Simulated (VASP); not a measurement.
Here is the system:

```yaml
crystal:
  lattice:
    - [4.41791, 0.00000, 0.00000]
    - [0.00000, 4.41791, 0.00000]
    - [0.00000, 0.00000, 4.41791]
  atoms:
    - { symbol: Cu, position: [0.75000, 0.25000, 0.75000] }
    - { symbol: Cu, position: [0.25000, 0.75000, 0.75000] }
    - { symbol: Cu, position: [0.75000, 0.75000, 0.25000] }
    - { symbol: Cu, position: [0.25000, 0.25000, 0.25000] }
    - { symbol: O, position: [0.00000, 0.00000, 0.00000] }
    - { symbol: O, position: [0.50000, 0.50000, 0.50000] }
```

All values below come from vdW-DF2, VASP's PBE PAW potentials (set 64) (plane waves; VASP). Numerical set-up: 520 eV cut-off, 6×6×6 Γ-centred mesh, tetrahedra with Blöchl corrections, potentials Cu O.

The cores are frozen, which limits the accuracy of field gradients.

### Question
Give the principal components of the electric field gradient (V/Å²) and the asymmetry η at each nucleus.

### Answer

```tsv
atom	Vxx	Vyy	Vzz	η
Cu1	21.8	21.8	-43.6	0.00
Cu2	21.8	21.8	-43.6	0.00
Cu3	21.8	21.8	-43.6	0.00
Cu4	21.8	21.8	-43.6	0.00
O5	0.0	0.0	0.0	-
O6	0.0	0.0	0.0	-
```

The compound is Cu2O in the cuprite structure. It was relaxed first, which changed the volume by +11 %.
